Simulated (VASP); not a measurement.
Data:

```
CELL_PARAMETERS angstrom
      0.00000     3.08679     3.08679
      3.08679     0.00000     3.08679
      3.08679     3.08679     0.00000
ATOMIC_POSITIONS crystal
  In 0.00000 0.00000 0.00000
  As 0.25000 0.25000 0.25000
```

Level of theory: vdW-DF-cx, VASP's PBE PAW potentials (set 64) (plane waves; VASP 6.6.1). Settings: 520 eV cut-off, 10×10×10 Γ-centred mesh, first-order Methfessel-Paxton smearing of 0.10 eV, potentials In_d As.

Unless said otherwise, spin-orbit coupling is left out, though it shifts the bands of the heavy elements here.

Question: What does the run give for the energy per atom (σ→0), pressure, band gap (on the k-mesh) with the smallest direct gap where there is one?

Answer: 
```
Item                                                        Result
------------------------  ----------------------------------------
band gap (on the k-mesh)  none (metal, semimetal or under 0.01 eV)
energy per atom (σ→0)                               -1594 meV/atom
pressure                                                 -1.51 GPa
```

The absolute energy has meaning only against runs of the same code, potentials and settings.

The compound is InAs in the zinc blende structure. This cell is one point of a volume scan, at 1.03 of the reference volume.
